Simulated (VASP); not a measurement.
OSZICAR of a VASP run on BN (zinc blende):

### OSZICAR
```
       N       E                     dE             d eps       ncg     rms          rms(c)
DAV:   1     0.114571407649E+02    0.11457E+02   -0.53931E+03   968   0.101E+03
DAV:   2    -0.164298335275E+02   -0.27887E+02   -0.27367E+02  1240   0.174E+02
DAV:   3    -0.166235170580E+02   -0.19368E+00   -0.19368E+00  1000   0.182E+01
DAV:   4    -0.166237193705E+02   -0.20231E-03   -0.20231E-03  1232   0.517E-01
DAV:   5    -0.166237195335E+02   -0.16297E-06   -0.16297E-06   960   0.932E-03    0.705E+00
DAV:   6    -0.156012332551E+02    0.10225E+01   -0.42867E+00  1144   0.152E+01    0.328E+00
DAV:   7    -0.155235941387E+02    0.77639E-01   -0.10479E-01  1192   0.316E+00    0.193E+00
DAV:   8    -0.155043118028E+02    0.19282E-01   -0.57978E-02  1072   0.211E+00    0.204E-01
DAV:   9    -0.155044329268E+02   -0.12112E-03   -0.53848E-04   920   0.279E-01    0.869E-02
DAV:  10    -0.155044934418E+02   -0.60515E-04   -0.10385E-04  1168   0.125E-01    0.140E-02
DAV:  11    -0.155044958643E+02   -0.24224E-05   -0.42749E-06   936   0.206E-02    0.641E-03
DAV:  12    -0.155044958737E+02   -0.93828E-08   -0.87802E-07   448   0.798E-03
   1 F= -.15504496E+02 E0= -.15504496E+02  d E =-.155045E+02
       N       E                     dE             d eps       ncg     rms          rms(c)
DAV:   1    -0.155085992763E+02   -0.41034E-02   -0.12861E-01   960   0.370E+00    0.464E-01
DAV:   2    -0.155046803732E+02    0.39189E-02   -0.19112E-02  1024   0.106E+00    0.120E-01
DAV:   3    -0.155045244167E+02    0.15596E-03   -0.43190E-04  1024   0.220E-01    0.525E-02
DAV:   4    -0.155044645437E+02    0.59873E-04   -0.80312E-05  1072   0.812E-02    0.123E-02
DAV:   5    -0.155044632722E+02    0.12715E-05   -0.28068E-06   904   0.136E-02    0.729E-03
DAV:   6    -0.155044629515E+02    0.32072E-06   -0.15212E-07   448   0.556E-03
   2 F= -.15504463E+02 E0= -.15504463E+02  d E =0.329222E-04
       N       E                     dE             d eps       ncg     rms          rms(c)
DAV:   1    -0.155063751330E+02   -0.19119E-02   -0.33094E-02   968   0.189E+00    0.235E-01
DAV:   2    -0.155053714561E+02    0.10037E-02   -0.48460E-03  1024   0.536E-01    0.612E-02
DAV:   3    -0.155053323097E+02    0.39146E-04   -0.11305E-04  1032   0.112E-01    0.267E-02
DAV:   4    -0.155053195430E+02    0.12767E-04   -0.20297E-05  1064   0.410E-02    0.631E-03
DAV:   5    -0.155053196637E+02   -0.12068E-06   -0.67376E-07   488   0.684E-03
   3 F= -.15505320E+02 E0= -.15505320E+02  d E =-.823790E-03
```

Q: Which electronic solver shows in the log?

A: It is blocked Davidson (ALGO = Normal, or the opening steps of other solvers). The INCAR had ALGO = Normal.

Q: Can the final energy be trusted as converged?

A: The calculation finished and met its thresholds. It stopped with EDIFF = 1E-6, NELM = 100, NSW = 60 and EDIFFG = -0.01 after 3 ionic steps (optB88-vdW, plane waves, VASP's PBE PAW potentials (set 64)).

The compound is BN in the zinc blende structure. This run relaxes it. Symmetry was kept, so distortions that lower it aren't found.
